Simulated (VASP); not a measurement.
# Be3Se2O (Cmc2_1) in VASP: notebook

One crystal, Be3Se2O, is run at these levels: PBEsol; tasks: single point.

Everything below comes from runs of VASP 6.6.1. Logs are shortened: lines on timing, memory, paths and dates and some standing lists are left out, and cuts for length are marked.

**1. The structure**

The structure is orthorhombic, space group Cmc2_1 (No. 36). Conventional cell: a = 10.156 Å, b = 5.744 Å, c = 5.445 Å, α = 90.00°, β = 90.00°, γ = 90.00°. Be (site symmetry 1) is surrounded by 1 O at 1.67 Å. Be (site symmetry m) is surrounded by 2 O at 1.74 to 1.80 Å. Around Se (site symmetry 1) lie 4 Be at 2.23 to 2.27 Å. O (site symmetry m) is surrounded by 4 Be at 1.67 to 1.80 Å.

The cell was built by a generator and needn't be a form met in nature.

**2. Single point, PBEsol**

Contents of INCAR:

```
SYSTEM = Be3Se2O
PREC = Accurate
ENCUT = 520
EDIFF = 1E-7
ISMEAR = 0
SIGMA = 0.03
LREAL = .FALSE.
LASPH = .TRUE.
NELM = 80
ALGO = Normal
ISIF = 2
LWAVE = .FALSE.
LCHARG = .FALSE.
GGA = PS
NBANDS = 36
KPAR = 2
```

Contents of KPOINTS:

```
regular mesh
0
G
  6 6 6
  0 0 0
```

Contents of POSCAR:

```
Be3Se2O
1.0
    5.0780500000     -2.8719600000      0.0000000000
    5.0780500000      2.8719600000      0.0000000000
    0.0000000000      0.0000000000      5.4449600000
Be Se O
6 4 2
Direct
    0.8386350000      0.4292100000      0.4135620000
    0.5707900000      0.1613650000      0.4135620000
    0.1095090000      0.8904910000      0.3276790000
    0.4292100000      0.8386350000      0.9135620000
    0.1613650000      0.5707900000      0.9135620000
    0.8904910000      0.1095090000      0.8276790000
    0.8350330000      0.4840180000      0.0072250000
    0.4840180000      0.8350330000      0.5072250000
    0.1649670000      0.5159820000      0.5072250000
    0.5159820000      0.1649670000      0.0072250000
    0.8534360000      0.1465640000      0.4999890000
    0.1465640000      0.8534360000      0.9999890000
```

Potentials or basis: VASP PAW PBE potentials, release 64 (Be, Se, O).

On the command line:

```
cat potpaw_PBE.64/Be/POTCAR potpaw_PBE.64/Se/POTCAR potpaw_PBE.64/O/POTCAR > POTCAR
mpirun -np 2 vasp_std > vasp.out
```

OUTCAR:

```text
SYSTEM = Be3Se2O
   PREC = Accurate
   ENCUT = 520
   EDIFF = 1E-7
   ISMEAR = 0
   LREAL = .FALSE.
   LASPH = .TRUE.
   NELM = 80
   ISIF = 2
   GGA = PS

 ion  position               nearest neighbor table
   1  0.839  0.429  0.414-  11 1.67   7 2.23   8 2.26   9 2.27
   2  0.571  0.161  0.414-  11 1.67  10 2.23   9 2.26   8 2.27
   3  0.110  0.890  0.328-  11 1.74  12 1.80   8 2.26   9 2.26
   4  0.429  0.839  0.914-  12 1.67   8 2.23   7 2.26  10 2.27
   5  0.161  0.571  0.914-  12 1.67   9 2.23  10 2.26   7 2.27
   6  0.890  0.110  0.828-  12 1.74  11 1.80   7 2.26  10 2.26
   7  0.835  0.484  0.007-   1 2.23   4 2.26   6 2.26   5 2.27
   8  0.484  0.835  0.507-   4 2.23   1 2.26   3 2.26   2 2.27
   9  0.165  0.516  0.507-   5 2.23   2 2.26   3 2.26   1 2.27
  10  0.516  0.165  0.007-   2 2.23   5 2.26   6 2.26   4 2.27
  11  0.853  0.147  0.500-   1 1.67   2 1.67   3 1.74   6 1.80
  12  0.147  0.853  1.000-   4 1.67   5 1.67   6 1.74   3 1.80

  LATTYP: Found a base centered orthorhombic cell.
 ALAT       =     5.7439200000
 B/A-ratio  =     1.7681478851
 C/A-ratio  =     0.9479519213

  Lattice vectors:

 A1 = (  -5.0780500000,  -2.8719600000,   0.0000000000)
 A2 = (   5.0780500000,  -2.8719600000,   0.0000000000)
 A3 = (   0.0000000000,   0.0000000000,   5.4449600000)

Analysis of symmetry for initial positions (statically):
=====================================================================
 Subroutine PRICEL returns:
 Original cell was already a primitive cell.

 Routine SETGRP: Setting up the symmetry group for a
 base centered orthorhombic supercell.

 Subroutine GETGRP returns: Found  4 space group operations
 (whereof  2 operations were pure point group operations)
 out of a pool of  8 trial point group operations.

The static configuration has the point symmetry C_1h.
 The point group associated with its full space group is C_2v.

Analysis of symmetry for dynamics (positions and initial velocities):
=====================================================================
 Subroutine PRICEL returns:
 Original cell was already a primitive cell.

 Routine SETGRP: Setting up the symmetry group for a
 base centered orthorhombic supercell.

 Subroutine GETGRP returns: Found  4 space group operations
 (whereof  2 operations were pure point group operations)
 out of a pool of  8 trial point group operations.

The dynamic configuration has the point symmetry C_1h.
 The point group associated with its full space group is C_2v.

 Subroutine INISYM returns: Found  4 space group operations
 (whereof  2 operations are pure point group operations),
 and found     1 'primitive' translations

----------------------------------------------------------------------------------------

                                     Primitive cell

  volume of cell :     158.8181

  direct lattice vectors                    reciprocal lattice vectors
     5.078050000 -2.871960000  0.000000000     0.098462993 -0.174097132  0.000000000
     5.078050000  2.871960000  0.000000000     0.098462993  0.174097132  0.000000000
     0.000000000  0.000000000  5.444960000     0.000000000  0.000000000  0.183656078

  length of vectors
     5.833930583  5.833930583  5.444960000     0.200011931  0.200011931  0.183656078

  position of ions in fractional coordinates (direct lattice)
     0.838635000  0.429210000  0.413562000
     0.570790000  0.161365000  0.413562000
     0.109509000  0.890491000  0.327679000
     0.429210000  0.838635000  0.913562000
     0.161365000  0.570790000  0.913562000
     0.890491000  0.109509000  0.827679000
     0.835033000  0.484018000  0.007225000
     0.484018000  0.835033000  0.507225000
     0.164967000  0.515982000  0.507225000
     0.515982000  0.164967000  0.007225000
     0.853436000  0.146564000  0.499989000
     0.146564000  0.853436000  0.999989000

  ion indices of the primitive-cell ions
   primitive index   ion index
                 1           1
                 2           2
                 3           3
                 4           4
                 5           5
                 6           6
                 7           7
                 8           8
                 9           9
                10          10
                11          11
                12          12

----------------------------------------------------------------------------------------

 KPOINTS: regular mesh

Automatic generation of k-mesh.
 Grid dimensions read from file:
 generate k-points for:    6    6    6

 Generating k-lattice:

  Cartesian coordinates                     Fractional coordinates (reciprocal lattice)
     0.016410499 -0.029016189  0.000000000     0.166666667  0.000000000  0.000000000
     0.016410499  0.029016189  0.000000000     0.000000000  0.166666667  0.000000000
     0.000000000  0.000000000  0.030609346     0.000000000  0.000000000  0.166666667

  Length of vectors
     0.033335322  0.033335322  0.030609346

  Shift w.r.t. Gamma in fractional coordinates (k-lattice)
     0.000000000  0.000000000  0.000000000

 Subroutine IBZKPT returns following result:
 ===========================================

 Found     52 irreducible k-points:

 Following reciprocal coordinates:
            Coordinates               Weight
  0.000000  0.000000  0.000000      1.000000
  0.166667  0.000000  0.000000      4.000000
  0.333333  0.000000  0.000000      4.000000
  0.500000  0.000000  0.000000      2.000000
  0.166667  0.166667  0.000000      2.000000
  0.333333  0.166667  0.000000      4.000000
[... 16 lines left out ...]
  0.333333  0.333333  0.166667      4.000000
  0.500000  0.333333  0.166667      8.000000
 [... further k-points ...]
   k-points           NKPTS =     52   k-points in BZ     NKDIM =     52   number of bands    NBANDS=     36
   number of dos      NEDOS =    301   number of ions     NIONS =     12
   total plane-waves  NPLWV =  92160
   dimension x,y,z NGX =    48 NGY =   48 NGZ =   40
   dimension x,y,z NGXF=    96 NGYF=   96 NGZF=   80
   ions per type =               6   4   2
   NGX,Y,Z   is equivalent  to a cutoff of  13.68, 13.68, 12.21 a.u.
   NGXF,Y,Z  is equivalent  to a cutoff of  27.36, 27.36, 24.43 a.u.
 SYSTEM =  Be3Se2O
   PREC   = accura    normal or accurate (medium, high low for compatibility)
   ISTART =      0    job   : 0-new  1-cont  2-samecut
   ICHARG =      2    charge: 1-file 2-atom 10-const
   ISPIN  =      1    spin polarized calculation?
   LNONCOLLINEAR =      F non collinear calculations
   LSORBIT =      F    spin-orbit coupling
   LASPH  =      T    aspherical Exc in radial PAW
   ENCUT  =  520.0 eV  38.22 Ry    6.18 a.u.  10.85 10.85 10.12*2*pi/ulx,y,z
   NELM   =     80;   NELMIN=  2; NELMDL= -5     # of ELM steps
   EDIFF  = 0.1E-06   stopping-criterion for ELM
   LREAL  =      F    real-space projection
   EDIFFG = 0.1E-05   stopping-criterion for IOM
   NSW    =      0    number of steps for IOM
   IBRION =     -1    ionic relax: 0-MD 1-quasi-New 2-CG
   NFREE  =      0    steps in history (QN), initial steepest desc. (CG)
   ISIF   =      2    stress and relaxation
   ISYM   =      2    0-nonsym 1-usesym 2-fastsym
   POTIM  = 0.5000    time-step for ionic-motion
   TEBEG  =    0.0;   TEEND  =   0.0 temperature during run
   PSTRESS=    0.0 pullay stress
   NELECT =      48.0000    total number of electrons
   NUPDOWN=      -1.0000    fix difference up-down
   EMIN   =  10.00;   EMAX   =-10.00  energy-range for DOS
   EFERMI =   0.00;   METHOD = LEGACY
   ISMEAR =     0;   SIGMA  =   0.03  broadening in eV -4-tet -1-fermi 0-gaus
   EFERMI_NEDOS =   21; number of points for ismear=-14 and -15
   IALGO  =     38    algorithm
   IMIX   =      4    mixing-type and parameters
     AMIX     =   0.40;   BMIX     =  1.00
     AMIX_MAG =   1.60;   BMIX_MAG =  1.00
  volume/ion in A,a.u.               =      13.23        89.31
  Fermi-wavevector in a.u.,A,eV,Ry     =   1.098640  2.076128 16.422352  1.207009
  Thomas-Fermi vector in A             =   2.235020
   LORBIT       =      0    0 simple, 1 ext, 2 COOP (PROOUT), +10 PAW based schemes
   GGA     = PS    functional components
   LHFCALC =     F    Hartree Fock is set to
   AEXX    =    0.0000 exact exchange contribution
   IVDW    =     0    specifies the selected vdW correction
   LEPSILON=     F    determine dielectric tensor
   LRPA    =     F    only Hartree local field effects (RPA)
 non-spin polarized calculation
 Gauss-broadening in eV      SIGMA  =   0.03
  energy-cutoff  :      520.00
  volume of cell :      158.82
 maximum number of plane-waves:      4308
 NGX is ok and might be reduce to    48
   NGX = 21   NGY = 21   NGZ = 21

 number of electron      47.9999991 magnetization

 Free energy of the ion-electron system (eV)
  ---------------------------------------------------
  ext. energy  EPLUGINS =         0.00000000
  ---------------------------------------------------
  free energy    TOTEN  =       -65.12530218 eV

  energy without entropy =      -65.12530218  energy(sigma->0) =      -65.12530218

 E-fermi :   4.3612     XC(G=0): -10.1350

 val. band max:        4.2296992282   @ k =  -0.3333   0.3333   0.0000
 cond. band min:       7.1177955597   @ k =  -0.3333   0.3333   0.3333
 fundamental gap:      2.8880963315
 Fermi energy:         4.3612399163

 k-point     1 :       0.0000    0.0000    0.0000
  band No.  band energies     occupation
      1     -15.3431      2.00000
      2     -15.1555      2.00000
      3      -9.5104      2.00000
      4      -8.0344      2.00000
      5      -7.5660      2.00000
      6      -7.5310      2.00000
[... 28 lines left out ...]
     35      12.0606      0.00000
     36      12.4045      0.00000

 k-point     2 :       0.1667    0.0000    0.0000
  band No.  band energies     occupation
      1     -15.3382      2.00000
      2     -15.1571      2.00000
      3      -9.4512      2.00000
      4      -8.0634      2.00000
      5      -7.8154      2.00000
      6      -7.4099      2.00000
[... 28 lines left out ...]
     35      12.0266      0.00000
     36      12.4307      0.00000

 k-point     3 :       0.3333    0.0000    0.0000
  band No.  band energies     occupation
      1     -15.3281      2.00000
      2     -15.1608      2.00000
      3      -9.2739      2.00000
      4      -8.3967      2.00000
      5      -7.8303      2.00000
      6      -7.4297      2.00000
[... 28 lines left out ...]
     35      11.7873      0.00000
     36      11.8757      0.00000

 k-point     4 :       0.5000    0.0000    0.0000
  band No.  band energies     occupation
      1     -15.3228      2.00000
      2     -15.1628      2.00000
      3      -9.0894      2.00000
      4      -8.6817      2.00000
      5      -7.7684      2.00000
      6      -7.4844      2.00000
[... 28 lines left out ...]
     35      11.1939      0.00000
     36      11.5188      0.00000

 k-point     5 :       0.1667    0.1667    0.0000
  band No.  band energies     occupation
      1     -15.3405      2.00000
      2     -15.1555      2.00000
      3      -9.4571      2.00000
      4      -8.0539      2.00000
      5      -7.7218      2.00000
      6      -7.5069      2.00000
[... 655 lines left out ...]
 k-point    22 :      -0.1667    0.1667    0.1667
  band No.  band energies     occupation
      1     -15.3176      2.00000
      2     -15.1714      2.00000
      3      -9.2656      2.00000
      4      -8.1646      2.00000
      5      -8.1277      2.00000
      6      -7.3930      2.00000
[... 28 lines left out ...]
     35      11.1348      0.00000
     36      11.7182      0.00000

 k-point    23 :       0.3333    0.3333    0.1667
  band No.  band energies     occupation
      1     -15.3226      2.00000
      2     -15.1669      2.00000
      3      -9.2404      2.00000
      4      -8.1335      2.00000
      5      -8.0387      2.00000
      6      -7.5951      2.00000
[... 28 lines left out ...]
     35      11.4170      0.00000
     36      11.8305      0.00000

 k-point    24 :       0.5000    0.3333    0.1667
  band No.  band energies     occupation
      1     -15.3180      2.00000
      2     -15.1682      2.00000
      3      -9.1014      2.00000
      4      -8.4037      2.00000
      5      -8.0001      2.00000
      6      -7.5998      2.00000
[... 28 lines left out ...]
     35      11.3200      0.00000
     36      11.6672      0.00000

 [... further k-points ...]

------------------------ aborting loop because EDIFF is reached ----------------------------------------

  FORCE on cell =-STRESS in cart. coord.  units (eV):
  Direction    XX          YY          ZZ          XY          YZ          ZX
  --------------------------------------------------------------------------------------
  -------------------------------------------------------------------------------------
  Total       -2.4952837     -2.5647648     -2.5812465      0.0000000      0.0000000      0.0000000
  in kB      -25.1727386    -25.8736724    -26.0399423      0.0000000      0.0000000      0.0000000
  external PRESSURE =     -25.6954511 kB  Pullay stress =       0.0000000 kB

 VOLUME and BASIS-vectors are now :
 -----------------------------------------------------------------------------
  energy-cutoff  :      520.00
  volume of cell :      158.82
      direct lattice vectors                 reciprocal lattice vectors
     5.078050000 -2.871960000  0.000000000     0.098462993 -0.174097132  0.000000000
     5.078050000  2.871960000  0.000000000     0.098462993  0.174097132  0.000000000
     0.000000000  0.000000000  5.444960000     0.000000000  0.000000000  0.183656078

 POSITION                                       TOTAL-FORCE (eV/Angst)
 -----------------------------------------------------------------------------------
      6.43818     -1.17585      2.25183        -0.025127     -0.015226      0.020989
      3.71792     -1.17585      2.25183         0.025127     -0.015226      0.020989
      5.07805      2.24295      1.78420         0.000000      0.043622     -0.032935
      6.43818      1.17585      4.97431        -0.025127      0.015226      0.020989
      3.71792      1.17585      4.97431         0.025127      0.015226      0.020989
      5.07805     -2.24295      4.50668         0.000000     -0.043622     -0.032935
      6.69821     -1.00810      0.03934         0.003753     -0.003509     -0.004420
      6.69821      1.00810      2.76182         0.003753      0.003509     -0.004420
      3.45789      1.00810      2.76182        -0.003753      0.003509     -0.004420
      3.45789     -1.00810      0.03934        -0.003753     -0.003509     -0.004420
      5.07805     -2.03011      2.72242         0.000000     -0.008041     -0.000203
      5.07805      2.03011      5.44490         0.000000      0.008041     -0.000203
 -----------------------------------------------------------------------------------
    total drift:                               -0.000000     -0.000000     -0.000244

  FREE ENERGIE OF THE ION-ELECTRON SYSTEM (eV)
  ---------------------------------------------------
  free  energy   TOTEN  =       -65.1253021845 eV

  energy  without entropy=      -65.1253021845  energy(sigma->0) =      -65.12530218
```

It took 3.6 min on 2 MPI ranks of Intel Xeon Platinum 8559C (Emerald Rapids), shared host; peak memory 0.44 GiB.

Results:

| Property | Result |
| --- | --- |
| Free energy | -65.1253 eV |
| Pressure | -2.6 GPa |
| Largest force | 0.055 eV/Å |
| Band gap on the k mesh | 2.89 eV, indirect (least direct gap 3.17 eV) |

Forces on the atoms (eV/Å):
```
Be  -0.025 -0.015  0.021
Be   0.025 -0.015  0.021
Be   0.000  0.044 -0.033
Be  -0.025  0.015  0.021
Be   0.025  0.015  0.021
Be   0.000 -0.044 -0.033
Se   0.004 -0.004 -0.004
Se   0.004  0.004 -0.004
Se  -0.004  0.004 -0.004
Se  -0.004 -0.004 -0.004
O    0.000 -0.008  0.000
O    0.000  0.008  0.000
```

Caveat: the PAW data sets were made with another functional, which shifts forces and pressure a little. PBEsol gaps usually lie below the measured ones, often by a third to a half.

**3. Single point, PBEsol**

Contents of INCAR:

```
SYSTEM = Be3Se2O
PREC     = Accurate       ! precision mode
ENCUT    = 520            ! plane-wave cutoff, eV
EDIFF    = 1E-6           ! SCF threshold, eV
ISMEAR   = 0              ! smearing method
SIGMA    = 0.03           ! smearing width, eV
LREAL    = .False.        ! projectors in reciprocal space
LASPH    = .True.         ! aspherical terms in the spheres
NELM     = 100            ! most SCF steps
ALGO     = Normal         ! electronic algorithm
ISIF     = 2              ! what is computed and relaxed
LWAVE    = .False.        ! write WAVECAR
LCHARG   = .False.        ! write CHGCAR
GGA      = PS             ! functional
KPAR     = 2
```

Contents of KPOINTS:

```
regular mesh
0
Gamma
  6 6 6
  0 0 0
```

POSCAR is that of step 2.

Potentials or basis: VASP PAW PBE potentials, release 64 (Be, Se, O).

On the command line:

```
cat potpaw_PBE.64/Be/POTCAR potpaw_PBE.64/Se/POTCAR potpaw_PBE.64/O/POTCAR > POTCAR
mpirun -np 2 vasp_std > vasp.out
```

It took 2.4 min on 2 MPI ranks of Intel Xeon Platinum 8259CL at 2.50GHz (Skylake/Cascade Lake), shared host; peak memory 0.43 GiB.

It converged, with:

```yaml
Free_energy: -65.1253 eV
Pressure: -2.6 GPa
Largest_force: 0.055 eV/Å
Band_gap_on_the_k_mesh: 2.89 eV, indirect (least direct gap 3.17 eV)
```

Forces on the atoms (eV/Å):
```
Be  -0.025 -0.015  0.021
Be   0.025 -0.015  0.021
Be   0.000  0.044 -0.033
Be  -0.025  0.015  0.021
Be   0.025  0.015  0.021
Be   0.000 -0.044 -0.033
Se   0.004 -0.003 -0.004
Se   0.004  0.003 -0.004
Se  -0.004  0.003 -0.004
Se  -0.004 -0.003 -0.004
O    0.000 -0.008  0.000
O    0.000  0.008  0.000
```

Stress tensor (GPa, compression positive):
```
-2.51  0.00  0.00
 0.00 -2.58  0.00
 0.00  0.00 -2.59
```

Levels at points of the mesh, in eV from the valence-band top:
```tsv
k point	band 21	band 22	band 23	band 24	band 25	band 26	band 27	band 28
(0.00, 0.00, 0.00)	-1.12	-0.93	-0.52	-0.52	3.32	3.51	3.52	3.98
(0.50, 0.00, 0.00)	-1.34	-1.03	-0.98	-0.68	3.62	4.15	5.12	5.24
(0.50, 0.50, 0.00)	-1.77	-1.66	-0.25	-0.24	3.01	4.21	4.57	4.58
(0.00, 0.00, 0.50)	-1.13	-1.13	-0.14	-0.14	3.68	3.68	5.34	5.34
(0.50, 0.00, 0.50)	-1.32	-1.32	-1.11	-1.11	3.50	3.50	4.07	4.07
(0.50, 0.50, 0.50)	-1.37	-1.37	-1.16	-1.16	3.39	3.39	4.35	4.35
```

Caveat: the PAW data sets were made with another functional, which shifts forces and pressure a little. A hybrid or GW would open this gap; PBEsol tends to underestimate it.
